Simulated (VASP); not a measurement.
Consider the following.

```
CELL_PARAMETERS angstrom
      0.00000     2.73000     2.73000
      2.73000     0.00000     2.73000
      2.73000     2.73000     0.00000
ATOMIC_POSITIONS crystal
  Al 0.00000 0.00000 0.00000
  P  0.25000 0.25000 0.25000
```

These are G0W0 on PBE orbitals, VASP's PBE PAW potentials (set 64) (plane waves; VASP) values and carry that method's errors. Numerical set-up: PREC = Normal, 350 eV cut-off, 4×4×4 Γ-centred mesh, Gaussian smearing of 0.010 eV, potentials Al_GW P_GW.

The mesh is coarse and the basis finite, so the quasiparticle values are not converged.

NBANDS = 64, ENCUTGW = 150 eV, NOMEGA = 64. The PBE levels (eV) that the step starts from are:

```tsv
state	KS energy	filling
k1 (0.00, 0.00, 0.00), band 1	-7.61	2
k1 (0.00, 0.00, 0.00), band 2	3.90	2
k1 (0.00, 0.00, 0.00), band 3	3.90	2
k1 (0.00, 0.00, 0.00), band 4	3.90	2
k1 (0.00, 0.00, 0.00), band 5	7.20	0
k1 (0.00, 0.00, 0.00), band 6	8.44	0
k1 (0.00, 0.00, 0.00), band 7	8.44	0
k1 (0.00, 0.00, 0.00), band 8	8.44	0
k8 (-0.25, 0.50, 0.25), band 1	-5.21	2
k8 (-0.25, 0.50, 0.25), band 2	-1.03	2
k8 (-0.25, 0.50, 0.25), band 3	0.72	2
k8 (-0.25, 0.50, 0.25), band 4	1.08	2
k8 (-0.25, 0.50, 0.25), band 5	8.21	0
k8 (-0.25, 0.50, 0.25), band 6	9.83	0
k8 (-0.25, 0.50, 0.25), band 7	10.03	0
k8 (-0.25, 0.50, 0.25), band 8	10.26	0
```

**Question.** Give the quasiparticle energies and renormalisation factors Z.

**Answer.** 
```json
[
 {"state": "k1 (0.00, 0.00, 0.00), band 1", "QP energy (eV)": "-8.10", "Z": "0.67"},
 {"state": "k1 (0.00, 0.00, 0.00), band 2", "QP energy (eV)": "3.42", "Z": "0.76"},
 {"state": "k1 (0.00, 0.00, 0.00), band 3", "QP energy (eV)": "3.42", "Z": "0.76"},
 {"state": "k1 (0.00, 0.00, 0.00), band 4", "QP energy (eV)": "3.42", "Z": "0.76"},
 {"state": "k1 (0.00, 0.00, 0.00), band 5", "QP energy (eV)": "7.60", "Z": "0.77"},
 {"state": "k1 (0.00, 0.00, 0.00), band 6", "QP energy (eV)": "8.89", "Z": "0.76"},
 {"state": "k1 (0.00, 0.00, 0.00), band 7", "QP energy (eV)": "8.89", "Z": "0.76"},
 {"state": "k1 (0.00, 0.00, 0.00), band 8", "QP energy (eV)": "8.89", "Z": "0.76"},
 {"state": "k8 (-0.25, 0.50, 0.25), band 1", "QP energy (eV)": "-5.55", "Z": "0.69"},
 {"state": "k8 (-0.25, 0.50, 0.25), band 2", "QP energy (eV)": "-1.62", "Z": "0.70"},
 {"state": "k8 (-0.25, 0.50, 0.25), band 3", "QP energy (eV)": "0.08", "Z": "0.73"},
 {"state": "k8 (-0.25, 0.50, 0.25), band 4", "QP energy (eV)": "0.47", "Z": "0.74"},
 {"state": "k8 (-0.25, 0.50, 0.25), band 5", "QP energy (eV)": "8.46", "Z": "0.77"},
 {"state": "k8 (-0.25, 0.50, 0.25), band 6", "QP energy (eV)": "10.39", "Z": "0.75"},
 {"state": "k8 (-0.25, 0.50, 0.25), band 7", "QP energy (eV)": "10.36", "Z": "0.76"},
 {"state": "k8 (-0.25, 0.50, 0.25), band 8", "QP energy (eV)": "10.62", "Z": "0.75"}
]
```
On the mesh the gap opens from 1.56 to 2.20 eV.

The compound is AlP in the zinc blende structure. The cell was not relaxed at this level. The k-mesh is coarse (spacing up to 0.50 per Å, 2π included), so the numbers may not be converged in it.
